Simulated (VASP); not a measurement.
```
CELL_PARAMETERS angstrom
      0.00000     2.15565     2.15565
      2.15565     0.00000     2.15565
      2.15565     2.15565     0.00000
ATOMIC_POSITIONS crystal
  Ag 0.00000 0.00000 0.00000
```

Calculation: vdW-DF2, VASP's PBE PAW potentials (set 64) (plane waves; VASP 6.6.1). Settings: 520 eV cut-off, 13×13×13 Γ-centred mesh, first-order Methfessel-Paxton smearing of 0.10 eV, potentials Ag.

**Question.** Predict the energy per atom (σ→0), band gap (on the k-mesh) with the smallest direct gap where there is one.

**Answer.** 
| Property | Value |
|---|---|
| band gap (on the k-mesh) | none (metal, semimetal or under 0.01 eV) |
| energy per atom (σ→0) | 0.617 eV/atom |

Total energies compare only between runs with the same potentials, cut-off and functional.

The compound is Ag in the fcc structure. It was relaxed first, which changed the volume by +17 %. The start is the result of an earlier pass.
